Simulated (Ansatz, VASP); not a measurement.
# InSb in two plane-wave programs

Wanted: the spread between two codes on one cell, functional and k mesh. The cell is taken from a series of runs on this material, whose earlier steps may have relaxed, scaled, displaced or heated it; both programs get it as it stands.

Method: plane waves, with VASP 6.6.1 beside it; zone-centre phonons at PBEsol, in Ansatz 0.2.0.

### 1. Set-up

The structure is cubic, space group F-43m (No. 216). The conventional cell has a = 6.519 Å, b = 6.519 Å, c = 6.519 Å, α = 90.00°, β = 90.00°, γ = 90.00°. Nearest to In lie 4 Sb at 2.82 Å. Nearest to Sb lie 4 In at 2.82 Å. Farther neighbours are not listed.

### 2. VASP: zone-centre phonons, PBEsol

Second derivatives magnify differences that forces hide, and they need a tight electronic threshold.

Lines of VASP's logs that name or quote its potential files are left out, and so is its time.

The input, INCAR:

```
SYSTEM = InSb
PREC = Accurate
ENCUT = 500
EDIFF = 1E-08
NELM = 120
ISMEAR = 1
SIGMA = 0.2
LREAL = .FALSE.
ALGO = Normal
GGA = PS
NBANDS = 15
LORBIT = 11
LWAVE = .FALSE.
LCHARG = .FALSE.
ISIF = 2
IBRION = 8
LASPH = .TRUE.
GGA_COMPAT = .FALSE.
```

The input, POSCAR:

```
InSb
1.0
    0.0000000000      3.2593749519      3.2593749519
    3.2593749519      0.0000000000      3.2593749519
    3.2593749519      3.2593749519      0.0000000000
In Sb
1 1
Direct
    0.0000000000      0.0000000000      0.0000000000
    0.2500000000      0.2500000000      0.2500000000
```

The input, KPOINTS:

```
Automatic mesh
0
Gamma
14 14 14
0 0 0
```

Potentials, in the order of the species: In_d and Sb (PBE family, release 64).

Command:

```bash
mpirun -np 1 vasp_std
```

Numbers of over 12 decimals in the logs are rounded to 6 here.

Output:

```text
[banner, memory and clock lines left out]
running    1 mpi-ranks, on    1 nodes
 distrk:  each k-point on    1 cores,    1 groups
 distr:  one band on    1 cores,    1 groups

 POSCAR found type information on POSCAR InSb
 POSCAR found :  2 types and       2 ions
|                                                                             |
|               ----> ADVICE to this user running VASP <----                  |
|                                                                             |
|     You enforced a specific xc type in the INCAR file but a different       |
|     [... a line on the potential file left out ...]
|     I HOPE YOU KNOW WHAT YOU ARE DOING!                                     |
|                                                                             |

 LDA part: xc-table for (Slater+PW92), standard interpolation
 POSCAR, INCAR and KPOINTS ok, starting setup
 FFT: planning ... GRIDC
 FFT: planning ... GRID_SOFT
 FFT: planning ... GRID
 WAVECAR not read
 entering main loop
       N       E                     dE             d eps       ncg     rms          rms(c)
DAV:   1     0.110101633929E+03    0.11010E+03   -0.78790E+03  3120   0.115E+03
DAV:   2    -0.643096086004E+00   -0.11074E+03   -0.10775E+03  3428   0.284E+02
DAV:   3    -0.763909571875E+01   -0.69960E+01   -0.69649E+01  3974   0.754E+01
DAV:   4    -0.783070276834E+01   -0.19161E+00   -0.19156E+00  3776   0.145E+01
DAV:   5    -0.784183916238E+01   -0.11136E-01   -0.11136E-01  4832   0.289E+00    0.393E+00
DAV:   6    -0.772340981533E+01    0.11843E+00   -0.18142E-01  4565   0.721E+00    0.223E+00
DAV:   7    -0.770116458064E+01    0.22245E-01   -0.66986E-02  4210   0.280E+00    0.599E-01
DAV:   8    -0.770040086317E+01    0.76372E-03   -0.75712E-03  4191   0.105E+00    0.251E-01
DAV:   9    -0.770080236323E+01   -0.40150E-03   -0.79329E-04  3617   0.261E-01    0.759E-02
DAV:  10    -0.770078565975E+01    0.16703E-04   -0.41592E-05  4299   0.477E-02    0.341E-02
DAV:  11    -0.770080618187E+01   -0.20522E-04   -0.35415E-05  3554   0.513E-02    0.218E-02
DAV:  12    -0.770080678175E+01   -0.59988E-06   -0.12085E-06  3999   0.949E-03    0.583E-03
DAV:  13    -0.770080670596E+01    0.75789E-07   -0.56946E-07  3708   0.598E-03    0.344E-03
DAV:  14    -0.770080665182E+01    0.54139E-07   -0.41771E-08  4242   0.132E-03    0.911E-04
DAV:  15    -0.770080665399E+01   -0.21723E-08   -0.59179E-09  2841   0.514E-04
   1 F= -.77008067E+01 E0= -.77009630E+01  d E =0.469119E-03
 Linear response reoptimize wavefunctions to high precision
DAV:   1    -0.770080669380E+01   -0.39811E-07   -0.10353E-09  2974   0.339E-04
DAV:   2    -0.770080669381E+01   -0.36380E-11   -0.17545E-10  2281   0.127E-04
 Linear response DOF=           2
 Linear response progress:
  Degree of freedom:   1/  2
       N       E                     dE             d eps       ncg     rms          rms(c)
RMM:   1    -0.235021686390E+00   -0.23502E+00   -0.12684E-01 17289   0.463E+00
RMM:   2    -0.237262152454E+00   -0.22405E-02   -0.10667E-02 21739   0.930E-01    0.683E-02
RMM:   3    -0.237198536324E+00    0.63616E-04   -0.12568E-03 23709   0.293E-01    0.342E-02
RMM:   4    -0.237025323579E+00    0.17321E-03   -0.85677E-05 24244   0.925E-02    0.178E-02
RMM:   5    -0.236976965987E+00    0.48358E-04   -0.34182E-05 25478   0.369E-02    0.607E-03
RMM:   6    -0.236974416051E+00    0.25499E-05    0.59719E-06 25421   0.116E-02    0.207E-03
RMM:   7    -0.236983948680E+00   -0.95326E-05    0.14184E-06 25281   0.371E-03    0.677E-04
RMM:   8    -0.236981684627E+00    0.22641E-05    0.27495E-06 25739   0.154E-03    0.384E-04
RMM:   9    -0.236981335156E+00    0.34947E-06    0.18456E-06 26526   0.640E-04    0.149E-04
RMM:  10    -0.236981318496E+00    0.16660E-07    0.10727E-06 26142   0.285E-04    0.302E-05
RMM:  11    -0.236981506555E+00   -0.18806E-06    0.92724E-07 27608   0.140E-04    0.286E-05
RMM:  12    -0.236981562915E+00   -0.56360E-07    0.32881E-07 27788   0.734E-05    0.308E-05
RMM:  13    -0.236981579681E+00   -0.16766E-07    0.16112E-07 28218   0.430E-05    0.301E-05
 first order change of Fermi-energy  -0.24911E-04
 force on displaced ion       1 direction 1 :  -6.515  -0.000  -0.000
 Linear response progress:
  Degree of freedom:   2/  2
       N       E                     dE             d eps       ncg     rms          rms(c)
RMM:   1    -0.284008769759E-01   -0.28401E-01    0.29739E-02 23571   0.142E+00
RMM:   2    -0.266120269660E-01    0.17889E-02   -0.56313E-05 21125   0.515E-01    0.821E-02
RMM:   3    -0.269569221006E-01   -0.34490E-03   -0.90728E-04 23520   0.170E-01    0.381E-02
RMM:   4    -0.270346438507E-01   -0.77722E-04   -0.70559E-05 24146   0.621E-02    0.104E-02
RMM:   5    -0.270613466292E-01   -0.26703E-04   -0.89073E-06 24085   0.253E-02    0.486E-03
RMM:   6    -0.270562890073E-01    0.50576E-05   -0.99573E-07 23902   0.717E-03    0.137E-03
RMM:   7    -0.270540516482E-01    0.22374E-05   -0.25663E-07 24906   0.271E-03    0.531E-04
RMM:   8    -0.270541672602E-01   -0.11561E-06   -0.25347E-08 24469   0.961E-04    0.270E-04
RMM:   9    -0.270543303144E-01   -0.16305E-06   -0.10911E-08 24892   0.419E-04    0.558E-05
RMM:  10    -0.270543545885E-01   -0.24274E-07    0.14189E-08 26591   0.163E-04    0.478E-05
RMM:  11    -0.270543570268E-01   -0.24382E-08   -0.67043E-09 27244   0.692E-05    0.394E-05
 first order change of Fermi-energy   0.21876E-03
 force on displaced ion       2 direction 1 :  -6.526   0.000   0.000
 Linear response finished
```

OUTCAR, selected parts (step 2):

```text
ion  position               nearest neighbor table
   1  0.000  0.000  0.000-   2 2.82   2 2.82   2 2.82   2 2.82
   2  0.250  0.250  0.250-   1 2.82   1 2.82   1 2.82   1 2.82

  LATTYP: Found a face centered cubic cell.
 ALAT       =     6.5187499038

 Subroutine GETGRP returns: Found 24 space group operations
 (whereof 24 operations were pure point group operations)

The static configuration has the point symmetry T_d .

 Found    104 irreducible k-points:

   k-points           NKPTS =    104   k-points in BZ     NKDIM =    104   number of bands    NBANDS=     15

   dimension x,y,z NGX =    36 NGY =   36 NGZ =   36
   dimension x,y,z NGXF=    72 NGYF=   72 NGZF=   72

   ENCUT  =  500.0 eV  36.75 Ry    6.06 a.u.   8.40  8.40  8.40*2*pi/ulx,y,z

   NELECT =      18.0000    total number of electrons

 k-points in reciprocal lattice and weights: Automatic mesh
   0.00000000  0.00000000  0.00000000       0.000
   0.07142857  0.00000000  0.00000000       0.003
   0.14285714  0.00000000  0.00000000       0.003
   0.21428571  0.00000000  0.00000000       0.003
   0.28571429  0.00000000  0.00000000       0.003
   0.35714286  0.00000000  0.00000000       0.003
   0.42857143  0.00000000  0.00000000       0.003
   0.50000000  0.00000000  0.00000000       0.001
   0.07142857  0.07142857  0.00000000       0.002
[...]
-0.28571429  0.42857143  0.21428571       0.009
  -0.28571429  0.50000000  0.21428571       0.004

 average (electrostatic) potential at core
       1 -96.2672       2 -87.2615

  Total        0.0096022      0.0096022      0.0096022      0.0000000      0.0000000      0.0000000
  in kB        0.2221516      0.2221516      0.2221516      0.0000000      0.0000000      0.0000000
  external PRESSURE =       0.2221516 kB  Pullay stress =       0.0000000 kB

  energy-cutoff  :      500.00
  volume of cell :       69.25
      direct lattice vectors                 reciprocal lattice vectors
     0.000000000  3.259374952  3.259374952    -0.153403646  0.153403646  0.153403646
     3.259374952  0.000000000  3.259374952     0.153403646 -0.153403646  0.153403646
     3.259374952  3.259374952  0.000000000     0.153403646  0.153403646 -0.153403646

 POSITION                                       TOTAL-FORCE (eV/Angst)
 -----------------------------------------------------------------------------------
      0.00000      0.00000      0.00000         0.000000     -0.000000     -0.000000
      1.62969      1.62969      1.62969        -0.000000      0.000000      0.000000
 -----------------------------------------------------------------------------------
    total drift:                                0.000000      0.000000      0.000000

 Eigenvectors and eigenvalues of the dynamical matrix
 ----------------------------------------------------

   1 f  =    5.193069 THz    32.629013 2PiTHz  173.222127 cm-1    21.476797 meV
             X         Y         Z           dx          dy          dz
      0.000000  0.000000  0.000000     0.000000    0.717118    0.000000
      1.629687  1.629687  1.629687     0.000000   -0.696951    0.000000

   2 f  =    5.193069 THz    32.629013 2PiTHz  173.222127 cm-1    21.476797 meV
             X         Y         Z           dx          dy          dz
      0.000000  0.000000  0.000000     0.717118    0.000000    0.000000
      1.629687  1.629687  1.629687    -0.696951    0.000000    0.000000

   3 f  =    5.193069 THz    32.629013 2PiTHz  173.222127 cm-1    21.476797 meV
             X         Y         Z           dx          dy          dz
      0.000000  0.000000  0.000000     0.000000    0.000000    0.717118
      1.629687  1.629687  1.629687     0.000000    0.000000   -0.696951

   4 f/i=    0.002016 THz     0.012666 2PiTHz    0.067243 cm-1     0.008337 meV
             X         Y         Z           dx          dy          dz
      0.000000  0.000000  0.000000    -0.696951    0.000000    0.000000
      1.629687  1.629687  1.629687    -0.717118    0.000000    0.000000

   5 f/i=    0.002016 THz     0.012666 2PiTHz    0.067243 cm-1     0.008337 meV
             X         Y         Z           dx          dy          dz
      0.000000  0.000000  0.000000     0.000000   -0.696951    0.000000
      1.629687  1.629687  1.629687     0.000000   -0.717118    0.000000

   6 f/i=    0.002016 THz     0.012666 2PiTHz    0.067243 cm-1     0.008337 meV
             X         Y         Z           dx          dy          dz
      0.000000  0.000000  0.000000     0.000000    0.000000   -0.696951
      1.629687  1.629687  1.629687     0.000000    0.000000   -0.717118

 ELASTIC MODULI CONTR FROM IONIC RELAXATION (kBar)
 Direction    XX          YY          ZZ          XY          YZ          ZX
 --------------------------------------------------------------------------------
 XX          -0.0000      0.0000     -0.0000     -0.0000      0.0000     -0.0000
 YY           0.0000     -0.0000      0.0000     -0.0000     -0.0000      0.0000
 ZZ          -0.0000      0.0000     -0.0000      0.0000      0.0000     -0.0000
 XY          -0.0000     -0.0000      0.0000   -170.2052      0.0000      0.0000
 YZ           0.0000     -0.0000      0.0000      0.0000   -170.2052      0.0000
 ZX          -0.0000      0.0000     -0.0000      0.0000      0.0000   -170.2052
 --------------------------------------------------------------------------------
```

(Continued in part 2 of 2.)

[Lines on the potential files, build, host, timing and source positions are cut from VASP's logs without a mark.]

[Logs are printed without paths, hosts, clocks, repeated set-up lines and the standing remarks that a program may print on its own settings, such as how far it seeks lower states.]

[Hosts, paths, dates, database ids (printed as entryN), source tags and the programs' standing remarks are cut or masked in the printed files.]
